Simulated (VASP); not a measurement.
Be3CdSe4: relaxation of cell and atoms with PBE

The system is Be3CdSe4.

```
CELL_PARAMETERS angstrom
4.77363 0.00000 0.00000
-2.38681 4.13408 0.00000
0.00000 0.00000 9.21433
ATOMIC_POSITIONS crystal
Be 0.66667 0.33333 0.50000
Be 0.66667 0.33333 0.78386
Be 0.66667 0.33333 0.21614
Cd 0.00000 0.00000 0.00000
Se 0.33333 0.66667 0.00000
Se 0.00000 0.00000 0.65657
Se 0.00000 0.00000 0.34343
Se 0.33333 0.66667 0.50000
```

The cell was built by a generator and needn't be a form met in nature.

* Program: VASP 6.6.1
* Task: relaxation of cell and atoms
* Functional: PBE
* Potentials or basis: VASP PAW PBE potentials, release 64 (Be, Cd, Se)
* Cutoff: 520 eV
* k mesh: 4 × 4 × 2
* Occupations: gaussian, width 0.15 eV
* Spin: no spin polarisation
* Further INCAR settings: PREC = Normal; ALGO = Fast; EDIFF = 0.0001; IBRION = 2; EDIFFG = -0.08; NSW = 24; ISIF = 3

The relaxed volume is 24.84 Å³/atom, the relaxed cell is a = 3.984 Å, b = 3.984 Å, c = 14.456 Å, α = 90.00°, β = 90.00°, γ = 120.00° and the space group after relaxing (to 0.05 Å) is P-6m2 (No. 187). The energy gained by relaxing is 868.7 meV/atom, the ionic steps are 17 and the pressure after relaxing is -0.2 GPa. The largest force after relaxing is 0.024 eV/Å and the band gap on the k mesh is 0.88 eV, direct.

Forces on the atoms (eV/Å):
```
Be   0.000  0.000  0.000
Be   0.000  0.000  0.024
Be   0.000  0.000 -0.024
Cd   0.000  0.000  0.000
Se   0.000  0.000  0.000
Se   0.000  0.000  0.001
Se   0.000  0.000 -0.001
Se   0.000  0.000  0.000
```

Stress tensor (GPa, compression positive):
```
-0.29  0.00  0.00
 0.00 -0.29  0.00
 0.00  0.00 -0.16
```

Step by step:
```tsv
step	energy change (eV)	largest force (eV/Å)	pressure (GPa)	volume (Å³)
1	0.0000	1.6418	-7.94	181.84
2	-1.4612	2.2205	-0.98	153.64
3	-1.6007	2.3722	3.48	144.55
4	-2.5194	1.7257	5.13	142.85
5	-3.5981	1.0966	16.81	136.47
6	-3.9208	1.1844	15.57	139.03
7	-4.6625	1.4959	12.74	146.59
8	-5.0269	2.7127	9.26	161.32
9	-5.5372	2.0994	6.03	166.97
10	-6.1952	1.0021	-0.57	182.55
11	-6.2297	0.8051	-1.72	186.60
12	-6.4585	0.6603	-1.02	185.94
13	-6.7953	0.2943	2.66	183.48
14	-6.7959	0.2721	2.96	183.24
15	-6.9059	0.1365	1.51	190.21
16	-6.9405	0.0494	-0.70	202.34
17	-6.9497	0.0235	-0.24	198.73
```

Final structure:
```yaml
crystal:
  lattice:
    - [3.98415, 0.00000, 0.00000]
    - [-1.99207, 3.45037, 0.00000]
    - [0.00000, 0.00000, 14.45646]
  atoms:
    - { symbol: Be, position: [0.66667, 0.33333, 0.50000] }
    - { symbol: Be, position: [0.66667, 0.33333, 0.74995] }
    - { symbol: Be, position: [0.66667, 0.33333, 0.25005] }
    - { symbol: Cd, position: [0.00000, 0.00000, 0.00000] }
    - { symbol: Se, position: [0.33333, 0.66667, 0.00000] }
    - { symbol: Se, position: [0.00000, 0.00000, 0.74951] }
    - { symbol: Se, position: [0.00000, 0.00000, 0.25049] }
    - { symbol: Se, position: [0.33333, 0.66667, 0.50000] }
```

Levels at points of the mesh, in eV from the valence-band top:
```csv
k point,band 19,band 20,band 21,band 22,band 23,band 24
"(0.00, 0.00, 0.00)",-1.36,0.00,0.00,0.88,1.68,1.89
"(0.50, 0.00, 0.00)",-1.73,-1.66,-1.06,1.52,1.63,2.13
"(0.00, 0.00, 0.50)",-1.90,0.00,0.00,1.15,1.45,1.94
"(0.50, 0.00, 0.50)",-1.97,-1.60,-1.02,1.39,1.69,2.12
```

Run time: 63 s on 4 MPI ranks on Intel(R) Xeon(R) 6975P-C (Granite Rapids), on a shared host, peak memory 0.23 GiB a rank.

Caveat: the relaxation stopped at a loose force limit of 0.08 eV/Å, so its end isn't a converged minimum. A k mesh can miss the band edges.
